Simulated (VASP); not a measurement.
Method: vdW-DF-cx, VASP's PBE PAW potentials (set 64) (plane waves; VASP 6.6.1).

The input files of a VASP run:

POSCAR:
```
MnS
1.0
  5.0319655970   2.5097811617   2.5097811617
  2.5097811617   5.0319655970   2.5097811617
  2.5097811617   2.5097811617   5.0319655970
Mn S
2 2
Cartesian
  0.0000000000   0.0000000000   0.0000000000
  5.0257639602   5.0257639602   5.0257639602
  2.5128819801   2.5128819801   2.5128819801
  7.5386459403   7.5386459403   7.5386459403
```

### KPOINTS
```
Automatic mesh
0
Gamma
7 7 7
0 0 0
```

### INCAR
```
AGGAC  =  0.0
ALGO  =  Normal
EDIFF  =  1E-6
EDIFFG  =  -0.02
ENCUT  =  520
GGA  =  CX
IBRION  =  2
ISIF  =  3
ISMEAR  =  0
ISPIN  =  2
LASPH  =  T
LCHARG  =  F
LMAXMIX  =  4
LORBIT  =  10
LREAL  =  F
LUSE_VDW  =  T
LWAVE  =  F
MAGMOM  =  5.0 -5.0 2*0.0
NELM  =  100
NSW  =  60
PREC  =  Accurate
SIGMA  =  0.05
SYSTEM  =  MnS
```

POTCAR, in this order: Mn_pv S (PBE.64 set). Program: vasp_std.

Output

File OUTCAR:
```
 ion  position               nearest neighbor table
   1  0.000  0.000  0.000-   4 2.52   4 2.52   4 2.52   3 2.52   3 2.52   3 2.52
   2  0.500  0.500  0.500-   3 2.52   3 2.52   3 2.52   4 2.52   4 2.52   4 2.52
   3  0.250  0.250  0.250-   1 2.52   1 2.52   1 2.52   2 2.52   2 2.52   2 2.52
   4  0.750  0.750  0.750-   2 2.52   2 2.52   2 2.52   1 2.52   1 2.52   1 2.52
  LATTYP: Found a trigonal (rhomboedric) cell.
 ALAT       =     6.1578146065
 COS(alpha) =     0.8322353467
 Subroutine PRICEL returns following result:
  LATTYP: Found a trigonal (rhomboedric) cell.
 ALAT       =     3.5581424009
 COS(alpha) =     0.4975335922
 Subroutine GETGRP returns: Found 12 space group operations
The static configuration has the point symmetry D_3d.
The dynamic configuration has the point symmetry D_3d.
The overall configuration has the point symmetry D_3d.
 Subroutine INISYM returns: Found 12 space group operations
 Subroutine IBZKPT returns following result:
 Found     44 irreducible k-points:

 Following reciprocal coordinates:
            Coordinates               Weight
  0.000000  0.000000  0.000000      1.000000
  0.142857  0.000000  0.000000      6.000000
  0.285714  0.000000  0.000000      6.000000
  0.428571  0.000000  0.000000      6.000000
  0.142857  0.142857  0.000000      6.000000
  0.285714  0.142857  0.000000     12.000000
  0.428571  0.142857  0.000000     12.000000
 -0.428571  0.142857  0.000000     12.000000
 -0.285714  0.142857  0.000000     12.000000
 -0.142857  0.142857  0.000000      6.000000
  0.285714  0.285714  0.000000      6.000000
  0.428571  0.285714  0.000000     12.000000
 -0.428571  0.285714 -0.000000     12.000000
 -0.285714  0.285714  0.000000      6.000000
  0.428571  0.428571  0.000000      6.000000
 -0.428571  0.428571  0.000000      6.000000
  0.142857  0.142857  0.142857      2.000000
  0.285714  0.142857  0.142857      6.000000
...
```

**OSZICAR**
```
       N       E                     dE             d eps       ncg     rms          rms(c)
DAV:   1     0.400008416482E+03    0.40001E+03   -0.21407E+04  4208   0.183E+03
DAV:   2     0.147221418309E+02   -0.38529E+03   -0.38022E+03  4069   0.496E+02
DAV:   3    -0.205007443811E+02   -0.35223E+02   -0.34660E+02  5840   0.138E+02
DAV:   4    -0.215204823426E+02   -0.10197E+01   -0.10193E+01  4713   0.230E+01
DAV:   5    -0.215420354095E+02   -0.21553E-01   -0.21550E-01  5185   0.382E+00    0.185E+01
DAV:   6    -0.193526994528E+02    0.21893E+01   -0.22399E+01  5398   0.458E+01    0.144E+01
DAV:   7    -0.195314904589E+02   -0.17879E+00   -0.24100E+00  4644   0.169E+01    0.863E+00
DAV:   8    -0.195717870217E+02   -0.40297E-01   -0.33443E-01  5532   0.515E+00    0.396E+00
DAV:   9    -0.195589715148E+02    0.12816E-01   -0.70568E-02  5484   0.261E+00    0.436E-01
DAV:  10    -0.195625755374E+02   -0.36040E-02   -0.68318E-03  4860   0.686E-01    0.254E-01
DAV:  11    -0.195628696342E+02   -0.29410E-03   -0.55532E-04  4895   0.169E-01    0.133E-01
DAV:  12    -0.195629348458E+02   -0.65212E-04   -0.88744E-05  4804   0.620E-02    0.857E-02
DAV:  13    -0.195629697829E+02   -0.34937E-04   -0.47568E-05  4524   0.521E-02    0.206E-02
DAV:  14    -0.195629673926E+02    0.23903E-05   -0.14488E-05  5327   0.299E-02    0.100E-02
DAV:  15    -0.195629690483E+02   -0.16557E-05   -0.18837E-06  2694   0.168E-02    0.325E-03
DAV:  16    -0.195629691359E+02   -0.87573E-07   -0.20326E-07  2472   0.347E-03
   1 F= -.19562969E+02 E0= -.19562969E+02  d E =-.195630E+02  mag=    -0.0000
       N       E                     dE             d eps       ncg     rms          rms(c)
DAV:   1    -0.196964060331E+02   -0.13344E+00   -0.26001E+00  4286   0.210E+01    0.359E+00
DAV:   2    -0.195682620046E+02    0.12814E+00   -0.76584E-01  4302   0.120E+01    0.323E+00
DAV:   3    -0.195725147151E+02   -0.42527E-02   -0.43307E-02  4302   0.179E+00    0.644E-01
DAV:   4    -0.195669693646E+02    0.55454E-02   -0.22840E-02  5290   0.126E+00    0.373E-01
DAV:   5    -0.195661182501E+02    0.85111E-03   -0.52916E-03  4755   0.624E-01    0.261E-01
DAV:   6    -0.195659781122E+02    0.14014E-03   -0.47752E-04  5350   0.174E-01    0.106E-01
DAV:   7    -0.195659709539E+02    0.71582E-05   -0.11062E-04  4559   0.107E-01    0.380E-02
DAV:   8    -0.195659709492E+02    0.47221E-08   -0.39526E-05  4678   0.346E-02    0.135E-02
DAV:   9    -0.195659732104E+02   -0.22612E-05   -0.20960E-06  2971   0.143E-02    0.823E-03
DAV:  10    -0.195659727006E+02    0.50982E-06   -0.60646E-07  2276   0.814E-03
   2 F= -.19565973E+02 E0= -.19565973E+02  d E =-.300356E-02  mag=    -0.0000
       N       E                     dE             d eps       ncg     rms          rms(c)
DAV:   1    -0.195685817237E+02   -0.26085E-02   -0.50142E-02  4314   0.290E+00    0.495E-01
DAV:   2    -0.195661265328E+02    0.24552E-02   -0.14147E-02  4344   0.159E+00    0.428E-01
DAV:   3    -0.195661797691E+02   -0.53236E-04   -0.73116E-04  4272   0.241E-01    0.861E-02
DAV:   4    -0.195660759591E+02    0.10381E-03   -0.39726E-04  5242   0.157E-01    0.519E-02
DAV:   5    -0.195660640431E+02    0.11916E-04   -0.85056E-05  4748   0.867E-02    0.368E-02
DAV:   6    -0.195660619652E+02    0.20779E-05   -0.82910E-06  4881   0.234E-02    0.136E-02
DAV:   7    -0.195660633040E+02   -0.13388E-05   -0.11610E-06  2332   0.113E-02    0.537E-03
DAV:   8    -0.195660628215E+02    0.48253E-06   -0.80137E-07  2164   0.580E-03
   3 F= -.19566063E+02 E0= -.19566063E+02  d E =-.309369E-02  mag=    -0.0000
```

**OUTCAR**
```
------------------------ aborting loop because EDIFF is reached ----------------------------------------
  FORCE on cell =-STRESS in cart. coord.  units (eV):
  Direction    XX          YY          ZZ          XY          YZ          ZX
  --------------------------------------------------------------------------------------
  Total       -0.0213958     -0.0213958     -0.0213958     -0.0488329     -0.0488329     -0.0488329
  in kB       -0.5288977     -0.5288977     -0.5288977     -1.2071346     -1.2071346     -1.2071346
  external PRESSURE =      -0.5288977 kB  Pullay stress =       0.0000000 kB
  volume of cell :       64.81
      direct lattice vectors                 reciprocal lattice vectors
     5.050955856  2.515458490  2.515458490     0.295995931 -0.098404005 -0.098404005
     2.515458490  5.050955856  2.515458490    -0.098404005  0.295995931 -0.098404005
     2.515458490  2.515458490  5.050955856    -0.098404005 -0.098404005  0.295995931
 POSITION                                       TOTAL-FORCE (eV/Angst)
 -----------------------------------------------------------------------------------
      0.00000      0.00000      0.00000        -0.000000     -0.000000      0.000000
      5.04094      5.04094      5.04094        -0.000000      0.000000     -0.000000
      2.52047      2.52047      2.52047         0.000000     -0.000000      0.000000
      7.56140      7.56140      7.56140         0.000000     -0.000000      0.000000
 -----------------------------------------------------------------------------------
    total drift:                                0.000000     -0.000000     -0.000000
  FREE ENERGIE OF THE ION-ELECTRON SYSTEM (eV)
  ---------------------------------------------------
  free  energy   TOTEN  =       -19.5660628215 eV

  energy  without entropy=      -19.5660628215  energy(sigma->0) =      -19.56606282

 total charge

# of ion       s       p       d       tot
------------------------------------------
    1        0.228   6.189   4.995  11.413
    2        0.228   6.189   4.995  11.413
    3        1.325   2.420   0.000   3.746
    4        1.325   2.420   0.000   3.746
--------------------------------------------------
tot          3.108  17.218   9.990  30.317

 magnetization (x)

# of ion       s       p       d       tot
------------------------------------------
    1        0.013   0.014   4.035   4.062
    2       -0.013  -0.014  -4.035  -4.062
    3        0.000   0.000   0.000   0.000
    4        0.000   0.000   0.000   0.000
--------------------------------------------------
tot          0.000   0.000   0.000   0.000

 reached required accuracy - stopping structural energy minimisation
```
(Selected blocks of OUTCAR.)

File CONTCAR:
```
MnS
   1.00000000000000
     5.0509558558697121    2.5154584904552855    2.5154584904552855
     2.5154584904552855    5.0509558558697121    2.5154584904552855
     2.5154584904552855    2.5154584904552855    5.0509558558697121
  Mn              S
     2     2
Direct
     0.0000000000000000    0.0000000000000000    0.0000000000000000
     0.5000000000000000    0.5000000000000000    0.5000000000000000
     0.2500000000000000    0.2500000000000000    0.2500000000000000
     0.7500000000000000    0.7500000000000000    0.7500000000000000
```

The compound is MnS in the rock salt, AFM-II order structure. This run relaxes it. Symmetry was kept, so distortions that lower it aren't found. The start is the result of an earlier pass.
